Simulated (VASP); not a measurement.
These are vdW-DF2, VASP's PBE PAW potentials (set 64) (plane waves; VASP) values and carry that method's errors.

VASP input:

POSCAR:
```
C
1.0
  0.0000000000   1.8033229124   1.8033229124
  1.8033229124   0.0000000000   1.8033229124
  1.8033229124   1.8033229124   0.0000000000
C
2
Cartesian
  0.0000000000   0.0000000000   0.0000000000
  0.9016614562   0.9016614562   0.9016614562
```

### INCAR
```
! general
SYSTEM  =C
PREC    =Accurate
ENCUT   =520
LREAL   =F
LASPH   =T

! electronic loop
EDIFF   =1E-7
NELM    =100
ALGO    =Normal

! smearing
ISMEAR  =-5

! functional
GGA     =ML
LUSE_VDW=T
AGGAC   =0.0
ZAB_VDW =-1.8867

! ions
ISIF    =2

! output
LWAVE   =F
LCHARG  =T
LORBIT  =11
NEDOS   =601
```

KPOINTS:
```
Automatic mesh
0
gamma
 14 14 14
0 0 0
```

POTCAR, in this order: C (PBE.64 set). Program: vasp_std.

Output

OSZICAR:
```
       N       E                     dE             d eps       ncg     rms          rms(c)
DAV:   1     0.285850778306E+01    0.28585E+01   -0.50473E+03  1736   0.987E+02
DAV:   2    -0.152021344023E+02   -0.18061E+02   -0.17970E+02  2608   0.114E+02
DAV:   3    -0.153451597664E+02   -0.14303E+00   -0.14303E+00  1784   0.124E+01
DAV:   4    -0.153454080741E+02   -0.24831E-03   -0.24831E-03  2336   0.555E-01
DAV:   5    -0.153454081949E+02   -0.12082E-06   -0.12082E-06  1736   0.856E-03    0.540E+00
DAV:   6    -0.148621981597E+02    0.48321E+00   -0.42113E-01  1864   0.563E+00    0.321E+00
DAV:   7    -0.146755959782E+02    0.18660E+00   -0.65708E-01  2240   0.685E+00    0.914E-01
DAV:   8    -0.146769199930E+02   -0.13240E-02   -0.52988E-03  1776   0.937E-01    0.947E-02
DAV:   9    -0.146767382400E+02    0.18175E-03   -0.57249E-04  1880   0.202E-01    0.311E-02
DAV:  10    -0.146767434749E+02   -0.52349E-05   -0.11801E-05  1904   0.514E-02    0.689E-03
DAV:  11    -0.146767435725E+02   -0.97569E-07   -0.95299E-07  2480   0.128E-02
   1 F= -.14676744E+02 E0= -.14676744E+02  d E =0.000000E+00
```

**OUTCAR**
```
------------------------ aborting loop because EDIFF is reached ----------------------------------------
  FORCE on cell =-STRESS in cart. coord.  units (eV):
  Direction    XX          YY          ZZ          XY          YZ          ZX
  --------------------------------------------------------------------------------------
  Total       -0.0095542     -0.0095542     -0.0095542      0.0000000     -0.0000000      0.0000000
  in kB       -1.3051353     -1.3051353     -1.3051353      0.0000000     -0.0000000      0.0000000
  external PRESSURE =      -1.3051353 kB  Pullay stress =       0.0000000 kB
  volume of cell :       11.73
      direct lattice vectors                 reciprocal lattice vectors
     0.000000000  1.803322912  1.803322912    -0.277265928  0.277265928  0.277265928
     1.803322912  0.000000000  1.803322912     0.277265928 -0.277265928  0.277265928
     1.803322912  1.803322912  0.000000000     0.277265928  0.277265928 -0.277265928
 POSITION                                       TOTAL-FORCE (eV/Angst)
 -----------------------------------------------------------------------------------
      0.00000      0.00000      0.00000        -0.000000      0.000000      0.000000
      0.90166      0.90166      0.90166         0.000000     -0.000000     -0.000000
 -----------------------------------------------------------------------------------
    total drift:                                0.000000      0.000000      0.000000
  FREE ENERGIE OF THE ION-ELECTRON SYSTEM (eV)
  ---------------------------------------------------
  free  energy   TOTEN  =       -14.6767435725 eV

  energy  without entropy=      -14.6767435725  energy(sigma->0) =      -14.67674357

 total charge

# of ion       s       p       d       tot
------------------------------------------
    1        0.824   1.743   0.000   2.567
    2        0.824   1.743   0.000   2.567
--------------------------------------------------
tot          1.647   3.487   0.000   5.134
```
(Selected blocks of OUTCAR.)

**OUTCAR**
```
 val. band max:        9.0394455287   @ k =   0.0000   0.0000   0.0000

 cond. band min:      13.5825927822   @ k =   0.3571   0.3571   0.0000


 Fermi energy:         9.0682913953

 k-point     1 :       0.0000    0.0000    0.0000
  band No.  band energies     occupation
      1     -11.5662      2.00000
      2       9.0394      2.00000
      3       9.0394      2.00000
      4       9.0394      2.00000
      5      14.7527      0.00000
      6      14.7527      0.00000
      7      14.7527      0.00000
      8      21.7352      0.00000

 k-point     2 :       0.0714    0.0000    0.0000
  band No.  band energies     occupation
      1     -11.4298      2.00000
      2       8.1815      2.00000
      3       8.8186      2.00000
      4       8.8186      2.00000
      5      15.0447      0.00000
      6      15.0447      0.00000
      7      15.2544      0.00000
      8      21.8691      0.00000

 k-point     3 :       0.1429    0.0000    0.0000
  band No.  band energies     occupation
      1     -11.0222      2.00000
      2       6.2660      2.00000
      3       8.2959      2.00000
      4       8.2959      2.00000
      5      15.7413      0.00000
      6      15.7413      0.00000
      7      16.1396      0.00000
      8      22.2696      0.00000

 k-point     4 :       0.2143    0.0000    0.0000
  band No.  band energies     occupation
      1     -10.3482      2.00000
      2       3.9989      2.00000
      3       7.6959      2.00000
      4       7.6959      2.00000
      5      16.5146      0.00000
      6      16.5146      0.00000
      7      16.8402      0.00000
      8      22.8921      0.00000

 k-point     5 :       0.2857    0.0000    0.0000
  band No.  band energies     occupation
      1      -9.4187      2.00000
      2       1.6812      2.00000
      3       7.1570      2.00000
      4       7.1570      2.00000
      5      17.1149      0.00000
      6      17.1149      0.00000
      7      17.2793      0.00000
...
```

The compound is C in the diamond structure. It was relaxed first.
